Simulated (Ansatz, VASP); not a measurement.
# WC (Qusongite): VASP beside Ansatz, part 2 of 2

Aim: how closely do two programs agree when they are given the same cell, functional and k mesh? The cell is taken from a series of runs on this material, whose earlier steps may have relaxed, scaled, displaced or heated it; both programs get it as it stands.

VASP 6.6.1 and Ansatz 0.2.0.

So far: The structure; Ansatz: zone-centre phonons, PBEsol.

## Step 3: VASP: zone-centre phonons, PBEsol

Level of this step: PBEsol; plane waves and PAW (C, W) (VASP).

The same cell, functional, mesh and smearing now go to VASP, with its own data sets.

Lines of VASP's logs that name or quote its potential files are left out, and so is its time.

The input, INCAR:

```
SYSTEM = WC
PREC = Accurate
ENCUT = 600
EDIFF = 1E-08
NELM = 120
ISMEAR = 1
SIGMA = 0.2
LREAL = .FALSE.
ALGO = Normal
GGA = PS
NBANDS = 11
LASPH = .TRUE.
LORBIT = 11
LWAVE = .FALSE.
LCHARG = .FALSE.
ISIF = 2
IBRION = 8
GGA_COMPAT = .FALSE.
KPAR = 2
```

The input, POSCAR:

```
WC
1.0
    2.9607032829      0.0000000000      0.0000000000
   -1.4803516414      2.5640442561      0.0000000000
    0.0000000000      0.0000000000      2.8733306047
C W
1 1
Direct
    0.6666666667      0.3333333333      0.5000000000
    0.0000000000      1.0000000000      0.0000000000
```

The input, KPOINTS:

```
Automatic mesh
0
Gamma
18 18 16
0 0 0
```

PAW data sets: C and W (PBE family, release 64).

On the command line:

```sh
$ mpirun -np 2 vasp_std
```

Numbers of over 12 decimals in the logs are rounded to 6 here.

The program printed:

```text
[banner, memory and clock lines left out]
running    2 mpi-ranks, on    1 nodes
 distrk:  each k-point on    1 cores,    2 groups
 distr:  one band on    1 cores,    1 groups

 POSCAR found type information on POSCAR C W
 POSCAR found :  2 types and       2 ions
|                                                                             |
|               ----> ADVICE to this user running VASP <----                  |
|                                                                             |
|     You enforced a specific xc type in the INCAR file but a different       |
|     [... a line on the potential file left out ...]
|     I HOPE YOU KNOW WHAT YOU ARE DOING!                                     |
|                                                                             |

 LDA part: xc-table for (Slater+PW92), standard interpolation
 POSCAR, INCAR and KPOINTS ok, starting setup
 FFT: planning ... GRIDC
 FFT: planning ... GRID_SOFT
 FFT: planning ... GRID
 WAVECAR not read
 entering main loop
       N       E                     dE             d eps       ncg     rms          rms(c)
DAV:   1     0.260842101065E+02    0.26084E+02   -0.54286E+03  7334   0.924E+02
DAV:   2    -0.246328320203E+02   -0.50717E+02   -0.48118E+02  8472   0.209E+02
DAV:   3    -0.268821808416E+02   -0.22493E+01   -0.22176E+01  9229   0.363E+01
DAV:   4    -0.268997632395E+02   -0.17582E-01   -0.17574E-01  8010   0.365E+00
DAV:   5    -0.268998416220E+02   -0.78382E-04   -0.78382E-04  8969   0.244E-01    0.314E+01
DAV:   6    -0.240370618548E+02    0.28628E+01   -0.13490E+01  8983   0.221E+01    0.986E+00
DAV:   7    -0.239412333659E+02    0.95828E-01   -0.71206E-01  7518   0.644E+00    0.770E+00
DAV:   8    -0.238977528451E+02    0.43481E-01   -0.14454E-01  8096   0.286E+00    0.207E+00
DAV:   9    -0.238915475925E+02    0.62053E-02   -0.15264E-02  7962   0.802E-01    0.130E-01
DAV:  10    -0.238914172352E+02    0.13036E-03   -0.85339E-04  8459   0.262E-01    0.157E-01
DAV:  11    -0.238914052212E+02    0.12014E-04   -0.80760E-05  8878   0.603E-02    0.710E-03
DAV:  12    -0.238914028931E+02    0.23280E-05   -0.62746E-06  8283   0.162E-02    0.157E-02
DAV:  13    -0.238914027945E+02    0.98658E-07   -0.11623E-06  9652   0.800E-03    0.105E-03
DAV:  14    -0.238914027791E+02    0.15417E-07   -0.35547E-08  7744   0.151E-03    0.124E-03
DAV:  15    -0.238914027923E+02   -0.13270E-07   -0.25416E-09  3930   0.452E-04    0.179E-04
DAV:  16    -0.238914027924E+02   -0.70258E-10   -0.22698E-10  3786   0.160E-04
   1 F= -.23891403E+02 E0= -.23891259E+02  d E =-.431665E-03
 Linear response reoptimize wavefunctions to high precision
DAV:   1    -0.238914027947E+02   -0.22663E-08   -0.45235E-11  4497   0.576E-05
DAV:   2    -0.238914027947E+02    0.30695E-11   -0.43176E-12  3750   0.283E-05
 Linear response DOF=           4
 Linear response progress:
  Degree of freedom:   1/  4
       N       E                     dE             d eps       ncg     rms          rms(c)
RMM:   1    -0.117047233473E+00   -0.11705E+00    0.37548E-02 74939   0.203E+00
RMM:   2    -0.114222009729E+00    0.28252E-02   -0.22113E-03 50456   0.431E-01    0.190E-01
RMM:   3    -0.114521555141E+00   -0.29955E-03   -0.37468E-04 48123   0.130E-01    0.102E-01
RMM:   4    -0.115195956925E+00   -0.67440E-03   -0.26905E-04 48062   0.104E-01    0.240E-02
RMM:   5    -0.115152105965E+00    0.43851E-04   -0.36855E-06 52555   0.175E-02    0.116E-03
RMM:   6    -0.115163909519E+00   -0.11804E-04   -0.22271E-07 52841   0.218E-03    0.409E-04
RMM:   7    -0.115160945582E+00    0.29639E-05    0.36303E-08 53609   0.406E-04    0.775E-05
RMM:   8    -0.115161125867E+00   -0.18029E-06    0.94446E-08 53480   0.674E-05    0.251E-05
RMM:   9    -0.115161019701E+00    0.10617E-06    0.82688E-10 55845   0.167E-05    0.538E-06
RMM:  10    -0.115160989435E+00    0.30267E-07   -0.87746E-10 52562   0.500E-06    0.698E-07
RMM:  11    -0.115160989943E+00   -0.50849E-09   -0.15719E-09 38379   0.255E-06    0.147E-07
 first order change of Fermi-energy   0.61472E-05
 force on displaced ion       1 direction 1 : -13.279   0.002   0.000
 Linear response progress:
  Degree of freedom:   2/  4
       N       E                     dE             d eps       ncg     rms          rms(c)
RMM:   1    -0.120300951621E+00   -0.12030E+00    0.51801E-02 26322   0.211E+00
RMM:   2    -0.118411853499E+00    0.18891E-02   -0.23897E-03 17915   0.457E-01    0.173E-01
RMM:   3    -0.118603381611E+00   -0.19153E-03   -0.67885E-04 17028   0.167E-01    0.853E-02
RMM:   4    -0.119413106812E+00   -0.80973E-03   -0.48771E-04 17481   0.128E-01    0.207E-02
RMM:   5    -0.119387428869E+00    0.25678E-04   -0.81689E-06 18390   0.207E-02    0.256E-03
RMM:   6    -0.119419261756E+00   -0.31833E-04   -0.64421E-07 17890   0.497E-03    0.475E-04
RMM:   7    -0.119419301961E+00   -0.40205E-07   -0.20851E-08 18890   0.799E-04    0.255E-04
RMM:   8    -0.119417621875E+00    0.16801E-05   -0.56265E-09 18888   0.159E-04    0.317E-05
RMM:   9    -0.119417619264E+00    0.26109E-08   -0.57863E-10 19237   0.304E-05    0.681E-06
 first order change of Fermi-energy   0.23801E-03
 force on displaced ion       1 direction 3 :  -0.000  -0.000 -11.113
 Linear response progress:
  Degree of freedom:   3/  4
       N       E                     dE             d eps       ncg     rms          rms(c)
RMM:   1    -0.108999019944E+00   -0.10900E+00   -0.88999E-02 64159   0.188E+00
RMM:   2    -0.106166942858E+00    0.28321E-02   -0.17970E-03 49569   0.341E-01    0.197E-01
RMM:   3    -0.105210641986E+00    0.95630E-03   -0.33912E-04 51611   0.112E-01    0.115E-01
RMM:   4    -0.104753406136E+00    0.45724E-03   -0.53539E-04 51489   0.140E-01    0.179E-02
RMM:   5    -0.104771609547E+00   -0.18203E-04    0.24439E-06 53512   0.165E-02    0.365E-03
RMM:   6    -0.104773541602E+00   -0.19321E-05   -0.20647E-07 53285   0.228E-03    0.131E-03
RMM:   7    -0.104773596486E+00   -0.54884E-07    0.95665E-08 52845   0.997E-04    0.114E-04
RMM:   8    -0.104772689442E+00    0.90704E-06    0.51341E-08 54562   0.198E-04    0.220E-05
RMM:   9    -0.104772680189E+00    0.92529E-08    0.48521E-08 55989   0.307E-05    0.569E-06
 first order change of Fermi-energy  -0.65069E-04
 force on displaced ion       2 direction 1 : -13.282   0.002   0.000
 Linear response progress:
  Degree of freedom:   4/  4
       N       E                     dE             d eps       ncg     rms          rms(c)
RMM:   1    -0.113657070559E+00   -0.11366E+00   -0.96839E-02 23589   0.193E+00
RMM:   2    -0.109919985676E+00    0.37371E-02   -0.22783E-03 17437   0.393E-01    0.167E-01
RMM:   3    -0.109268787840E+00    0.65120E-03   -0.21888E-04 18224   0.102E-01    0.928E-02
RMM:   4    -0.109130099014E+00    0.13869E-03   -0.37429E-04 17937   0.127E-01    0.136E-02
RMM:   5    -0.109147130533E+00   -0.17032E-04   -0.29699E-06 18938   0.135E-02    0.426E-03
RMM:   6    -0.109159313820E+00   -0.12183E-04   -0.68896E-08 18869   0.208E-03    0.109E-03
RMM:   7    -0.109160330566E+00   -0.10167E-05   -0.52721E-09 18546   0.669E-04    0.305E-04
RMM:   8    -0.109160112858E+00    0.21771E-06   -0.14428E-09 19258   0.222E-04    0.867E-05
RMM:   9    -0.109159558830E+00    0.55403E-06    0.14002E-09 19466   0.621E-05    0.638E-06
RMM:  10    -0.109159538156E+00    0.20674E-07    0.18224E-09 19773   0.101E-05    0.211E-06
RMM:  11    -0.109159536776E+00    0.13802E-08   -0.12784E-09 16306   0.237E-06    0.371E-07
 first order change of Fermi-energy  -0.33184E-03
 force on displaced ion       2 direction 3 :   0.000   0.000 -11.116
 Linear response finished
```

Parts of OUTCAR (step 3):

```text
ion  position               nearest neighbor table
   1  0.667  0.333  0.500-   2 2.23   2 2.23   2 2.23   2 2.23   2 2.23   2 2.23
   2  0.000  0.000  0.000-   1 2.23   1 2.23   1 2.23   1 2.23   1 2.23   1 2.23

  LATTYP: Found a hexagonal cell.
 ALAT       =     2.9607032829
 C/A-ratio  =     0.9704892149

 Subroutine GETGRP returns: Found 12 space group operations
 (whereof 12 operations were pure point group operations)

The static configuration has the point symmetry D_3h.

 Found    333 irreducible k-points:

   k-points           NKPTS =    333   k-points in BZ     NKDIM =    333   number of bands    NBANDS=     11

   dimension x,y,z NGX =    24 NGY =   24 NGZ =   24
   dimension x,y,z NGXF=    48 NGYF=   48 NGZF=   48

   ENCUT  =  600.0 eV  44.10 Ry    6.64 a.u.   5.91  5.91  5.74*2*pi/ulx,y,z

   NELECT =      10.0000    total number of electrons

 k-points in reciprocal lattice and weights: Automatic mesh
   0.00000000  0.00000000  0.00000000       0.000
   0.05555556  0.00000000  0.00000000       0.001
   0.11111111  0.00000000  0.00000000       0.001
   0.16666667  0.00000000  0.00000000       0.001
   0.22222222  0.00000000  0.00000000       0.001
   0.27777778  0.00000000  0.00000000       0.001
   0.33333333  0.00000000  0.00000000       0.001
   0.38888889  0.00000000  0.00000000       0.001
   0.44444444  0.00000000  0.00000000       0.001
[...]
0.33333333  0.27777778  0.50000000       0.002
   0.33333333  0.33333333  0.50000000       0.000

 average (electrostatic) potential at core
       1 -46.9386       2 -37.8200

  Total       -3.0038945     -3.0038945     -2.9973430     -0.0000000     -0.0000000     -0.0000000
  in kB     -220.6425480   -220.6425480   -220.1613246     -0.0000000     -0.0000000     -0.0000000
  external PRESSURE =    -220.4821402 kB  Pullay stress =       0.0000000 kB

  energy-cutoff  :      600.00
  volume of cell :       21.81
      direct lattice vectors                 reciprocal lattice vectors
     2.960703283  0.000000000  0.000000000     0.337757588  0.195004434  0.000000000
    -1.480351641  2.564044256  0.000000000     0.000000000  0.390008869  0.000000000
     0.000000000  0.000000000  2.873330605     0.000000000  0.000000000  0.348028173

 POSITION                                       TOTAL-FORCE (eV/Angst)
 -----------------------------------------------------------------------------------
      1.48035      0.85468      1.43667        -0.000000      0.000000      0.000000
      0.00000      0.00000      0.00000         0.000000      0.000000      0.000000
 -----------------------------------------------------------------------------------
    total drift:                               -0.000000      0.000000      0.000000

 Eigenvectors and eigenvalues of the dynamical matrix
 ----------------------------------------------------

   1 f  =   16.966376 THz   106.602885 2PiTHz  565.937389 cm-1    70.167262 meV
             X         Y         Z           dx          dy          dz
      1.480352  0.854681  1.436665     0.416439    0.874780    0.000000
      0.000000  0.000000  0.000000    -0.106455   -0.223621   -0.000000

   2 f  =   16.966376 THz   106.602885 2PiTHz  565.937389 cm-1    70.167262 meV
             X         Y         Z           dx          dy          dz
      1.480352  0.854681  1.436665     0.874780   -0.416439   -0.000000
      0.000000  0.000000  0.000000    -0.223621    0.106455    0.000000

   3 f  =   15.521131 THz    97.522143 2PiTHz  517.729207 cm-1    64.190212 meV
             X         Y         Z           dx          dy          dz
      1.480352  0.854681  1.436665    -0.000000    0.000000    0.968846
      0.000000  0.000000  0.000000     0.000000    0.000000   -0.247664

   4 f/i=    0.000439 THz     0.002759 2PiTHz    0.014648 cm-1     0.001816 meV
             X         Y         Z           dx          dy          dz
      1.480352  0.854681  1.436665    -0.000000    0.000000    0.247664
      0.000000  0.000000  0.000000    -0.000000    0.000000    0.968846

   5 f/i=    0.000522 THz     0.003277 2PiTHz    0.017399 cm-1     0.002157 meV
             X         Y         Z           dx          dy          dz
      1.480352  0.854681  1.436665    -0.157768    0.190914   -0.000000
      0.000000  0.000000  0.000000    -0.617172    0.746833   -0.000000

   6 f/i=    0.000522 THz     0.003277 2PiTHz    0.017399 cm-1     0.002157 meV
             X         Y         Z           dx          dy          dz
      1.480352  0.854681  1.436665    -0.190914   -0.157768    0.000000
      0.000000  0.000000  0.000000    -0.746833   -0.617172    0.000000

 ELASTIC MODULI CONTR FROM IONIC RELAXATION (kBar)
 Direction    XX          YY          ZZ          XY          YZ          ZX
 --------------------------------------------------------------------------------
 XX         -62.3941     62.3941      0.0000     -0.0000     -0.0000      0.0000
 YY          62.3941    -62.3941      0.0000     -0.0000      0.0000     -0.0000
 ZZ           0.0000      0.0000     -0.0000      0.0000      0.0000      0.0000
 XY          -0.0000     -0.0000      0.0000    -62.3941     -0.0000     -0.0000
 YZ          -0.0000      0.0000      0.0000     -0.0000     -0.0000     -0.0000
 ZX           0.0000     -0.0000      0.0000     -0.0000     -0.0000     -0.0000
 --------------------------------------------------------------------------------
```

## Step 4: Side by side

Known differences besides the potentials themselves: the data sets hold 18 valence electrons in Ansatz (on its PAW soft_1 files) and 10 in VASP; the cutoff is 420 eV in Ansatz and 600 eV in VASP; Ansatz makes its cores anew for this functional, VASP keeps those of its PBE data sets. Total energies have different zeros and are not compared.

Both answers:

```
                  quantity  Ansatz   VASP  difference
     optical mode 1 (cm⁻¹)   515.1  517.7     -0.51 %
optical mode 2 to 3 (cm⁻¹)   560.7  565.9     -0.92 %
```

Modes are paired by rising frequency, not by their patterns, so a pair may set unlike modes beside each other; they are those without the splitting of longitudinal modes.

## Step 5: Results

```yaml
r_m_s_difference_of_the_optical_zone_centre_modes_each_program_s_sorted_by_frequency_zone_centre_phonons_pbesol: 4.5 cm⁻¹
difference_in_optical_mode_2_to_3_zone_centre_phonons_pbesol: -0.9 %
```

What this shows: The r.m.s. difference of the optical zone-centre modes, each program's sorted by frequency is 4.5 cm⁻¹ (zone-centre phonons, PBEsol). The data sets hold unlike numbers of valence electrons (18 in Ansatz and 10 in VASP), so part of the differences comes from the potentials. Among the rows given in per cent, the largest difference of the zone-centre phonons, PBEsol pair is in optical mode 2 to 3, -0.9 %. How closely two codes agree says nothing of how well the functional describes the real material.

[Lines on the potential files, build, host, timing and source positions are cut from VASP's logs without a mark.]

[Logs are printed without paths, hosts, clocks, repeated set-up lines and the standing remarks that a program may print on its own settings, such as how far it seeks lower states.]

[Hosts, paths, dates, database ids (printed as entryN), source tags and the programs' standing remarks are cut or masked in the printed files.]
